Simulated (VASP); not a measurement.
Data:

```xyz
1
Lattice="3.3572 0.0000 0.0000 0.0000 3.3572 0.0000 0.0000 0.0000 3.3572" Properties=species:S:1:pos:R:3 pbc="T T T"
Na     0.0000     0.0000     0.0000
```

Calculation: PBEsol GGA, VASP's PBE PAW potentials (set 64) (plane waves; VASP). Run with 400 eV cut-off, Gaussian smearing of 0.050 eV, potentials Na_pv.

Task: Give the energies of bands 4 to 6 at the high-symmetry points, in eV from the Fermi level.

Result: 
```tsv
band	Γ	X	M	R
4	-3.27	-0.02	3.02	5.92
5	8.38	0.20	3.02	5.92
6	8.38	10.74	3.17	5.92
```

It has no gap at this level: it comes out as a metal or semimetal.

The structure was generated: Na was put into the simple-cubic type (Pm-3m), which need not be its known phase. It was relaxed first, which changed the volume by -11 %.
